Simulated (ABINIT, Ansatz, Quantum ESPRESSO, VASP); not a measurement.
## H4BrN (P-43m, 6 atoms in the cell) computed with different codes at matched settings

Self-consistent single point.

```xyz
6
Lattice="4.0001 0.0000 0.0000 0.0000 4.0001 0.0000 0.0000 0.0000 4.0001" Properties=species:S:1:pos:R:3 pbc="T T T"
H      0.5969     0.5969     3.4032
H      0.5969     3.4032     0.5969
H      3.4032     3.4032     3.4032
H      3.4032     0.5969     0.5969
Br     2.0000     2.0000     2.0000
N      0.0000     0.0000     0.0000
```

Shared settings, as Ansatz (a program for electronic structure) writes them: kpoints.mp_grid.grid = 7 7 7; scf.occupations.method = fixed. Potentials and cutoffs stand in the table.

```json
[
 {"code": "VASP", "model": "PBEsol, VASP's PBE PAW potentials (set 64)", "pressure (GPa)": "-0.57", "largest force (eV/Å)": "0.574", "gap on the mesh (eV)": "–", "cutoff": "400 eV"},
 {"code": "Quantum ESPRESSO", "model": "PBEsol, GBRV 1.5 ultrasoft (PBESOL) pseudopotentials", "pressure (GPa)": "1.95", "largest force (eV/Å)": "0.730", "gap on the mesh (eV)": "4.102", "cutoff": "40 Ry"},
 {"code": "Ansatz", "model": "PBEsol, default PAW files made with PBE", "pressure (GPa)": "0.80", "largest force (eV/Å)": "0.474", "gap on the mesh (eV)": "4.101", "cutoff": "420 eV"},
 {"code": "ABINIT", "model": "PBEsol, norm-conserving pseudopotentials (PseudoDojo nc-sr-04 PBEsol standard)", "pressure (GPa)": "0.88", "largest force (eV/Å)": "0.411", "gap on the mesh (eV)": "4.110", "cutoff": "84 Ry"}
]
```

A dash marks a value that a program does not give, or that is left out as unsure.

No gap is tabulated for VASP: it is not read from that output, or partly filled or unconverged empty levels leave it unsure.

Gaps are read on the mesh.

The spread over the programs that give each value: pressure within 2.52 GPa; largest force within 0.319 eV/Å; gap on the mesh within 0.009 eV.

Ansatz's pressure is given at a fixed set of plane waves, as the other plane-wave codes print theirs; with its correction for the finite basis it is 1.13 GPa (the shift of 0.33 GPa shows how far the cutoff is from converged). In the pressure, VASP (by 1.41) and Quantum ESPRESSO (by 1.11) lie more than 1 GPa from the median of the plane-wave programs. In the force vectors, Quantum ESPRESSO (by 0.206) and ABINIT (by 0.113) lie more than 0.08 eV/Å from the median of the plane-wave programs.

On the base mesh (4 4 4) the same programs gave: Ansatz pressure 0.83 GPa, gap on the mesh 4.080 eV; Quantum ESPRESSO pressure 1.98 GPa, gap on the mesh 4.080 eV; ABINIT pressure 0.91 GPa, gap on the mesh 4.088 eV; VASP pressure -0.57 GPa.

VASP's run is marked for a possible Pulay error in its stress at this cutoff; no cutoff test was made.

VASP ran the fixed occupations as a Gaussian smearing of 0.01 eV.

The starting cell comes from a database of computed structures (which also holds hypothetical and non-ambient phases and stackings), without a prior relaxation at this level.

Left out of this page: GPAW and SIESTA (not drawn, or without a comparable value); CP2K (on another mesh).

Keys are those of Ansatz 0.2.
